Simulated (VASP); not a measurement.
The input files of a VASP run:

INCAR:
```
ALGO=Normal
EDIFF=1E-6
EDIFFG=-0.02
ENCUT=400
GGA=PS
IBRION=2
ISIF=3
ISMEAR=0
LASPH=T
LCHARG=F
LMAXMIX=4
LREAL=F
LWAVE=F
NELM=100
NSW=60
PREC=Accurate
SIGMA=0.05
SYSTEM=CdTe
```

**POSCAR**
```
CdTe
1.0
  4.5857738558   0.0000000000   0.0000000000
 -2.2928869279   3.9713971179   0.0000000000
  0.0000000000   0.0000000000   7.5009461477
Cd Te
2 2
Cartesian
 -0.0000022929   2.6475994024   0.0032715414
  2.2928892208   1.3237977155   3.7537446153
 -0.0000022929   2.6475994024   2.8095832640
  2.2928892208   1.3237977155   6.5600563378
```

File KPOINTS:
```
Automatic mesh
0
Gamma
5 5 3
0 0 0
```

POTCAR, in this order: Cd Te (PBE.64 set). Program: vasp_std.

### Question
Translate this PBEsol calculation to Ansatz.

### Answer
One equivalent input (not run):
Ansatz 0.2 input:
```yaml
crystal:
  lattice:
    - [4.5857739, 0.0000000, 0.0000000]
    - [-2.2928869, 3.9713971, 0.0000000]
    - [0.0000000, 0.0000000, 7.5009461]
  atoms:
    - { symbol: Cd, position: [0.3333330, 0.6666670, 0.0004362] }
    - { symbol: Cd, position: [0.6666670, 0.3333330, 0.5004362] }
    - { symbol: Te, position: [0.3333330, 0.6666670, 0.3745638] }
    - { symbol: Te, position: [0.6666670, 0.3333330, 0.8745638] }
kpoints:
  mp_grid: { grid: [5, 5, 3] }
hamiltonian:
  xc: pbesol
  pseudopotentials: { kind: paw }
scf:
  occupations: { method: gaussian, width: 0.05 }
  max_iter: 100
relax:
  max_steps: 60
  f_tol: 0.02
  cell: {}
output: { forces: true, stress: true, eigenvalues: true }
```
Limits of the translation: each code has its own PAW files, so the cut-off isn't converted (ENCUT is set for VASP's; basis.ecutwfc is left out, and Ansatz then takes the one that its files recommend); Ansatz stops its SCF on the density residual and VASP on the energy change (EDIFF).

The structure comes from a computed database's CdTe entry (P6_3mc); how it stands against other phases isn't given here. This run relaxes it. Symmetry was kept, so distortions that lower it aren't found. The start is the result of an earlier pass.
